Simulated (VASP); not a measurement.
Level of theory: PBE GGA, VASP's PBE PAW potentials (set 64) (plane waves; VASP).

VASP ran on this input.

**POSCAR**
```
CrPd
1
    0.0000000000     2.9217400000     2.9217400000
    2.9217400000     0.0000000000     2.9217400000
    2.9217400000     2.9217400000     0.0000000000
Cr Pd
2 2
Direct
  0.7500000000   0.7500000000   0.7500000000
  0.5000000000   0.5000000000   0.5000000000
  0.0000000000   0.0000000000   0.0000000000
  0.2500000000   0.2500000000   0.2500000000
```

### INCAR
```
! general
SYSTEM   =  CrPd
PREC     =  Accurate
ENCUT    =  300   ! plane-wave cut-off (eV)
LREAL    =  F
LASPH    =  T   ! aspherical one-centre terms

! electronic loop
EDIFF    =  1E-6   ! SCF stop (eV)
NELM     =  100
ALGO     =  Normal   ! blocked Davidson
LMAXMIX  =  4   ! l cut-off of mixed one-centre charges

! smearing
ISMEAR   =  -1   ! Fermi-Dirac
SIGMA    =  0.1   ! width (eV)

! functional
GGA      =  PE   ! PBE

! spin
ISPIN    =  2   ! spin-polarised
MAGMOM   =  3.0 3.0 0.0 0.0

! ions
ISIF     =  2   ! forces and stress, cell fixed

! output
LWAVE    =  F
LCHARG   =  F
LORBIT   =  11
```

File KPOINTS:
```
Automatic mesh
0
Gamma
 3 3 3
```

POTCAR, in this order: Cr_pv Pd (PBE.64 set). Program: vasp_std.

What VASP printed:

File OSZICAR:
```
       N       E                     dE             d eps       ncg     rms          rms(c)
DAV:   1     0.328113617667E+03    0.32811E+03   -0.17595E+04   512   0.117E+03
DAV:   2    -0.153186541013E+02   -0.34343E+03   -0.32621E+03   494   0.374E+02
DAV:   3    -0.303277848669E+02   -0.15009E+02   -0.14487E+02   508   0.893E+01
DAV:   4    -0.305742228791E+02   -0.24644E+00   -0.24618E+00   609   0.110E+01
DAV:   5    -0.305811687035E+02   -0.69458E-02   -0.69439E-02   563   0.162E+00    0.260E+01
DAV:   6    -0.313760928274E+02   -0.79492E+00   -0.40805E+01   542   0.520E+01    0.264E+01
DAV:   7    -0.285248742376E+02    0.28512E+01   -0.40024E+01   589   0.546E+01    0.106E+01
DAV:   8    -0.279250930243E+02    0.59978E+00   -0.19981E+00   521   0.118E+01    0.463E+00
DAV:   9    -0.278629615008E+02    0.62132E-01   -0.20897E-01   560   0.368E+00    0.201E+00
DAV:  10    -0.278705486942E+02   -0.75872E-02   -0.62185E-02   575   0.169E+00    0.131E+00
DAV:  11    -0.278972898223E+02   -0.26741E-01   -0.23507E-02   524   0.117E+00    0.133E+00
DAV:  12    -0.279272602905E+02   -0.29970E-01   -0.30154E-02   521   0.141E+00    0.104E+00
DAV:  13    -0.279494788590E+02   -0.22219E-01   -0.59696E-02   503   0.187E+00    0.419E-01
DAV:  14    -0.279491454015E+02    0.33346E-03   -0.37890E-03   512   0.537E-01    0.304E-01
DAV:  15    -0.279515012650E+02   -0.23559E-02   -0.14023E-02   521   0.978E-01    0.207E-01
DAV:  16    -0.279516532861E+02   -0.15202E-03   -0.79786E-04   520   0.266E-01    0.113E-01
DAV:  17    -0.279516772984E+02   -0.24012E-04   -0.10860E-04   549   0.895E-02    0.646E-02
DAV:  18    -0.279516885549E+02   -0.11257E-04   -0.22571E-05   555   0.407E-02    0.300E-02
DAV:  19    -0.279516957459E+02   -0.71911E-05   -0.14029E-05   510   0.314E-02    0.180E-02
DAV:  20    -0.279516959292E+02   -0.18324E-06   -0.73030E-06   505   0.197E-02
   1 F= -.27951696E+02 E0= -.27853171E+02  d E =-.197049E+00  mag=     0.0012
```

### OUTCAR
```
------------------------ aborting loop because EDIFF is reached ----------------------------------------
  FORCE on cell =-STRESS in cart. coord.  units (eV):
  Direction    XX          YY          ZZ          XY          YZ          ZX
  --------------------------------------------------------------------------------------
  Total        7.1136103      7.1136103      7.1136103      0.0000000     -0.0000000      0.0000000
  in kB      228.4788245    228.4788245    228.4788245      0.0000000     -0.0000000      0.0000000
  external PRESSURE =     228.4788245 kB  Pullay stress =       0.0000000 kB
  volume of cell :       49.88
      direct lattice vectors                 reciprocal lattice vectors
     0.000000000  2.921740000  2.921740000    -0.171130901  0.171130901  0.171130901
     2.921740000  0.000000000  2.921740000     0.171130901 -0.171130901  0.171130901
     2.921740000  2.921740000  0.000000000     0.171130901  0.171130901 -0.171130901
 POSITION                                       TOTAL-FORCE (eV/Angst)
 -----------------------------------------------------------------------------------
      4.38261      4.38261      4.38261        -0.000000     -0.000000     -0.000000
      2.92174      2.92174      2.92174         0.000000      0.000000      0.000000
      0.00000      0.00000      0.00000        -0.000000     -0.000000     -0.000000
      1.46087      1.46087      1.46087         0.000000      0.000000      0.000000
 -----------------------------------------------------------------------------------
    total drift:                               -0.000000      0.000000      0.000000
  FREE ENERGIE OF THE ION-ELECTRON SYSTEM (eV)
  ---------------------------------------------------
  free  energy   TOTEN  =       -27.9516959292 eV

  energy  without entropy=      -27.7546467892  energy(sigma->0) =      -27.85317136

 total charge

# of ion       s       p       d       tot
------------------------------------------
    1        0.388   6.346   4.137  10.871
    2        0.388   6.346   4.137  10.871
    3        0.634   0.777   8.492   9.903
    4        0.634   0.777   8.492   9.903
--------------------------------------------------
tot          2.043  14.245  25.259  41.547

 magnetization (x)

# of ion       s       p       d       tot
------------------------------------------
    1        0.000  -0.000   0.000   0.000
    2        0.000  -0.000   0.000   0.000
    3       -0.000  -0.000   0.000   0.000
    4       -0.000  -0.000   0.000   0.000
--------------------------------------------------
tot          0.000  -0.000   0.001   0.001
```
(Selected blocks of OUTCAR.)

At this cut-off the stress carries a Pulay error, which pulls relaxed volumes low.  The moments were started parallel, and other spin orders were not tried in this run.

The structure was generated: CrPd was put into an ordered model structure, which need not be its known phase. The cell was not relaxed at this level. The k-mesh is coarse (spacing up to 0.62 per Å, 2π included), so the numbers may not be converged in it. The run is one of a series of settings (KPOINTS 3×3×3 Γ-centred mesh against the base run), some of them coarse on purpose.
